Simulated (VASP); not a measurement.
Input:

```yaml
crystal:
  lattice:
    - [0.00000, 3.02174, 3.02174]
    - [3.02174, 0.00000, 3.02174]
    - [3.02174, 3.02174, 0.00000]
  atoms:
    - { symbol: Al, position: [0.25000, 0.25000, 0.25000] }
    - { symbol: Al, position: [0.75000, 0.75000, 0.75000] }
    - { symbol: Au, position: [0.00000, 0.00000, 0.00000] }
```

All values below come from PBE GGA with D3 dispersion (zero damping), VASP's PBE PAW potentials (set 64) (plane waves; VASP). Numerical set-up: 520 eV cut-off, 9×9×9 Γ-centred mesh, first-order Methfessel-Paxton smearing of 0.10 eV, potentials Al Au.

Unless said otherwise, spin-orbit coupling is left out, though it shifts the bands of the heavy elements here.

### Question
Estimate the energy per atom (σ→0), pressure, band gap (on the k-mesh) with the smallest direct gap where there is one.

### Answer

| Quantity | Result |
|---|---|
| band gap (on the k-mesh) | none (metal, semimetal or under 0.01 eV) |
| energy per atom (σ→0) | -4.317 eV/atom |
| pressure | -3.12 GPa |

Only differences to runs with the same potentials and settings are physical.

The compound is AuAl2 in the fluorite structure. This cell is one point of a volume scan, at 1.03 of the reference volume. The electron count is odd and the run is not spin-polarised, which forces a metal.
